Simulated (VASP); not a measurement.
MgH2: relaxation of cell and atoms with PBE

Crystal: MgH2.

```
Mg H
1.0
     4.50885    0.00000    0.00000
     0.00000    4.50885    0.00000
     0.00000    0.00000    3.00882
Mg H
2 4
Direct
  0.00000 0.00000 0.00000
  0.50000 0.50000 0.50000
  0.30449 0.30449 0.00000
  0.19551 0.80449 0.50000
  0.69551 0.69551 0.00000
  0.80449 0.19551 0.50000
```

* Program: VASP 6.6.1
* Task: relaxation of cell and atoms
* Functional: PBE
* Potentials or basis: VASP PAW PBE potentials, release 64 (Mg, H)
* Cutoff: 600 eV
* k mesh: 6 × 6 × 10
* Occupations: gaussian, width 0.03 eV
* Spin: no spin polarisation
* Further INCAR settings: ALGO = Normal; EDIFF = 1e-07; IBRION = 2; EDIFFG = -0.005; NSW = 90; ISIF = 3

```
Pressure after relaxing      : 0.1 GPa
Largest force after relaxing : 0.004 eV/Å
Band gap on the k mesh       : 3.81 eV, indirect (least direct gap 4.56 eV)
```

Forces in eV/Å, atoms in the order of the input:
```
Mg   0.000  0.000  0.000
Mg   0.000  0.000  0.000
H   -0.003 -0.003  0.000
H    0.003 -0.003  0.000
H    0.003  0.003  0.000
H   -0.003  0.003  0.000
```

Final structure:
```yaml
crystal:
  lattice:
    - [4.50885, 0.00000, 0.00000]
    - [0.00000, 4.50885, 0.00000]
    - [0.00000, 0.00000, 3.00882]
  atoms:
    - { symbol: Mg, position: [0.00000, 0.00000, 0.00000] }
    - { symbol: Mg, position: [0.50000, 0.50000, 0.50000] }
    - { symbol: H, position: [0.30449, 0.30449, 0.00000] }
    - { symbol: H, position: [0.19551, 0.80449, 0.50000] }
    - { symbol: H, position: [0.69551, 0.69551, 0.00000] }
    - { symbol: H, position: [0.80449, 0.19551, 0.50000] }
```

Levels at points of the mesh, in eV from the valence-band top:
| k point | band 2 | band 3 | band 4 | band 5 | band 6 | band 7 |
| --- | --- | --- | --- | --- | --- | --- |
| (0.00, 0.00, 0.00) | -1.45 | -1.45 | -0.44 | 4.74 | 5.03 | 9.17 |
| (0.50, 0.00, 0.00) | -4.83 | -0.51 | -0.51 | 5.34 | 5.34 | 10.08 |
| (0.50, 0.50, 0.00) | -3.76 | -2.73 | -2.73 | 9.06 | 9.06 | 9.20 |
| (0.00, 0.00, 0.50) | -3.01 | -0.08 | -0.08 | 6.33 | 6.33 | 6.82 |
| (0.50, 0.00, 0.50) | -2.27 | -1.07 | -1.07 | 5.18 | 5.18 | 6.82 |
| (0.50, 0.50, 0.50) | -1.88 | -0.94 | -0.94 | 3.87 | 3.87 | 4.19 |

Wall time 5.9 s on 2 MPI ranks on Intel(R) Xeon(R) 6975P-C (Granite Rapids), with other jobs on the host, peak memory 0.19 GiB a rank.

Caveat: the relaxation stopped at its first step, so nothing moved. A k mesh can miss the band edges.
